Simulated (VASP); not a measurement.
An input for Quantum ESPRESSO's pw.x (written as the equivalent of a VASP run, and not itself run):

```
&CONTROL
  calculation = 'vc-relax'
  pseudo_dir = './pseudo'
  outdir = './out'
  tprnfor = .true.
  tstress = .true.
  nstep = 60
  forc_conv_thr = 0.00078
/
&SYSTEM
  ibrav = 0
  nat = 5
  ntyp = 2
  ecutwfc = 86
  occupations = 'smearing'
  smearing = 'gaussian'
  degauss = 0.003675
  input_dft = 'pbe'
/
&ELECTRONS
  conv_thr = 7.3e-08
  electron_maxstep = 100
/
&IONS
/
&CELL
  cell_dofree = 'shape'
/
ATOMIC_SPECIES
  Bi 208.980 Bi.upf
  Se 78.971 Se.upf
CELL_PARAMETERS angstrom
     4.1802816    0.0000000   -0.0000000
    -2.0901408    3.6202307   -0.0000000
     0.0000000    0.0000000   22.0941124
ATOMIC_POSITIONS crystal
  Bi   0.3333330  0.6666670  0.4118165
  Bi   0.0000000  0.0000000  0.5881835
  Se   0.0000000  0.0000000  0.3410306
  Se   0.6666670  0.3333330  0.5000000
  Se   0.3333330  0.6666670  0.6589694
K_POINTS automatic
  6 6 1 0 0 0
```

Problem. Write the VASP files for the same calculation (PBE).

Solution. Several could match; the one computed here: 
File POSCAR:
```
Bi2Se3
1
    4.1802816463     0.0000000000    -0.0000000000
   -2.0901408232     3.6202307173    -0.0000000000
    0.0000000000     0.0000000000    22.0941124346
Bi Se
2 3
Direct
  0.3333330000   0.6666670000   0.4118164603
  0.0000000000   0.0000000000   0.5881835397
  0.0000000000   0.0000000000   0.3410305610
  0.6666670000   0.3333330000   0.5000000000
  0.3333330000   0.6666670000   0.6589694390
```

**INCAR**
```
SYSTEM = Bi2Se3
PREC = Accurate; ENCUT = 400; LREAL = .False.
LASPH = .True.
EDIFF = 1E-6; NELM = 100; ALGO = Normal
LMAXMIX = 4
ISMEAR = 0; SIGMA = 0.05
GGA = PE
IBRION = 2; NSW = 60; ISIF = 4
EDIFFG = -0.02
LWAVE = .False.; LCHARG = .False.
```

### KPOINTS
```
Automatic mesh
0
Gamma
6 6 1
0 0 0
```

POTCAR, in this order: Bi_d Se (PBE.64 set). Program: vasp_std.

The two are equivalent in intent, not identical: the potentials are each code's own (VASP's PAW set, PseudoDojo norm-conserving files in pw.x), so ENCUT and ecutwfc are chosen apart and not converted; conv_thr bounds pw.x's estimated SCF error, while EDIFF bounds the energy change between steps; forc_conv_thr acts on force components and is met together with etot_conv_thr.

The cell is a sheet with vacuum, built from a generated structure.
